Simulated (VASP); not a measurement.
A convergence study with VASP on Ge (diamond): one setting is varied, all else stays as given below, so the limit is that of these other settings. Each run relaxes cell and ions from the cell shown.

```
CELL_PARAMETERS angstrom
      0.00000     2.82900     2.82900
      2.82900     0.00000     2.82900
      2.82900     2.82900     0.00000
ATOMIC_POSITIONS crystal
  Ge 0.00000 0.00000 0.00000
  Ge 0.25000 0.25000 0.25000
```

All values below come from PBE GGA, VASP's PBE PAW potentials (set 64) (plane waves; VASP). The tightest run used: 550 eV cut-off, 12×12×12 Γ-centred mesh, Gaussian smearing of 0.050 eV, potentials Ge_d.

| setting | relaxed volume (Å³/atom) | E (eV/atom) | irreducible k-points |
|---|---|---|---|
| 2×2×2 mesh | 30.829 | -3.4180 | 3 |
| 3×3×3 mesh | 24.957 | -4.1626 | 4 |
| 4×4×4 mesh | 24.386 | -4.3960 | 8 |
| 5×5×5 mesh | 23.981 | -4.4692 | 10 |
| 6×6×6 mesh | 23.946 | -4.4965 | 16 |

Q: These are the cheaper rows. Estimate the results at 12×12×12 mesh, and how far the last row shown lies from them.

A: 
```tsv
quantity	tightest run	last row shown is off by
relaxed volume (Å³/atom)	23.884	0.062
E (eV/atom)	-4.5179	0.0214
```

Left out are rungs that failed or repeat a setting and relaxations that didn't move; long series are thinned to 24 rows.

The compound is Ge in the diamond structure.
